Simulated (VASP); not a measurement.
ZnCu2SnSe4:

```
Zn Cu Sn Se
1.0
    -2.88564    2.88564    5.73983
     2.88564   -2.88564    5.73983
     2.88564    2.88564   -5.73983
Zn Cu Sn Se
1 2 1 4
Direct
  0.75000 0.25000 0.50000
  0.25000 0.75000 0.50000
  0.00000 0.00000 0.00000
  0.50000 0.50000 0.00000
  0.62975 0.63653 0.52625
  0.11029 0.10351 0.47375
  0.89649 0.37025 0.00678
  0.36347 0.88971 0.99322
```

The cell comes from a database or a generator and needn't be the stable form of this composition.

| Property | Result |
| --- | --- |
| Program | VASP 6.6.1 |
| Task | relaxation of cell and atoms |
| Functional | PBEsol |
| Potentials or basis | VASP PAW PBE potentials, release 64 (Zn, Cu, Sn_d, Se) |
| Cutoff | 600 eV |
| k mesh | 10 × 10 × 10 |
| Occupations | methfessel-paxton, width 0.1 eV |
| Spin | no spin polarisation |

At the start: pressure -2.9 GPa; volume 23.90 Å³/atom.

**Question.** Where does the relaxation end?

**Answer.** Over 8 steps the energy falls by 11.9 meV/atom and the volume is 22.73 Å³/atom (-4.9 %); space group I-4 (No. 82, to 0.05 Å).

Step by step:
| step | energy change (eV) | largest force (eV/Å) | pressure (GPa) | volume (Å³) |
| --- | --- | --- | --- | --- |
| 1 | 0.0000 | 0.1306 | -2.87 | 191.18 |
| 2 | -0.0828 | 0.1828 | 0.93 | 179.59 |
| 3 | -0.0890 | 0.1702 | 0.06 | 181.87 |
| 4 | -0.0933 | 0.0976 | 0.02 | 181.79 |
| 5 | -0.0954 | 0.0202 | -0.01 | 181.67 |
| 6 | -0.0954 | 0.0130 | 0.05 | 181.68 |
| 7 | -0.0954 | 0.0123 | 0.04 | 181.69 |
| 8 | -0.0955 | 0.0069 | -0.03 | 181.86 |

Final structure:
```
Zn Cu Sn Se
1.0
    -2.83520    2.83520    5.65589
     2.83520   -2.83520    5.65589
     2.83520    2.83520   -5.65589
Zn Cu Sn Se
1 2 1 4
Direct
  0.75000 0.25000 0.50000
  0.25000 0.75000 0.50000
  0.00000 0.00000 0.00000
  0.50000 0.50000 0.00000
  0.62982 0.63963 0.53082
  0.10881 0.09901 0.46918
  0.90099 0.37018 0.00981
  0.36037 0.89119 0.99019
```

Caveat: the PAW data sets were made with another functional, which shifts forces and pressure a little.
